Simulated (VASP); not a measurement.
Calculation: revPBE GGA, VASP's PBE PAW potentials (set 64) (plane waves; VASP).

The input files of a VASP run:

### POSCAR
```
Ba
1
   -2.5654232683     2.5654232683     2.5654232683
    2.5654232683    -2.5654232683     2.5654232683
    2.5654232683     2.5654232683    -2.5654232683
Ba
1
Direct
  0.0000000000   0.0000000000   0.0000000000
```

KPOINTS:
```
Automatic mesh
0
G
9 9 9
```

**INCAR**
```
IBRION  =  2   # conjugate gradients
LASPH  =  .True.   # aspherical one-centre terms
EDIFF  =  1E-6   # SCF stop (eV)
PREC  =  Accurate
ALGO  =  Normal   # blocked Davidson
GGA  =  RE
LCHARG  =  .False.
ISMEAR  =  1   # Methfessel-Paxton
LMAXMIX  =  4   # l cut-off of mixed one-centre charges
LWAVE  =  .False.
SIGMA  =  0.1   # width (eV)
ENCUT  =  520   # plane-wave cut-off (eV)
EDIFFG  =  -0.01
SYSTEM  =  Ba
NSW  =  60
ISIF  =  3   # ions, shape and volume
NELM  =  100
LREAL  =  .False.   # projection in real space or not
```

POTCAR, in this order: Ba_sv (PBE.64 set). Program: vasp_std.

Question: What will the output report for the number of irreducible k-points (NKPTS), largest plane-wave count, number of space-group operations, FFT grid (NGX, NGY, NGZ)?

Answer: 
```yaml
number of irreducible k-points (NKPTS): 35
largest_plane_wave_count: 1865
number_of_space_group_operations: 48
FFT grid (NGX, NGY, NGZ): 36 × 36 × 36
```

The compound is Ba in the bcc structure. It was relaxed first, which changed the volume by +7 %. The start is the result of an earlier pass.
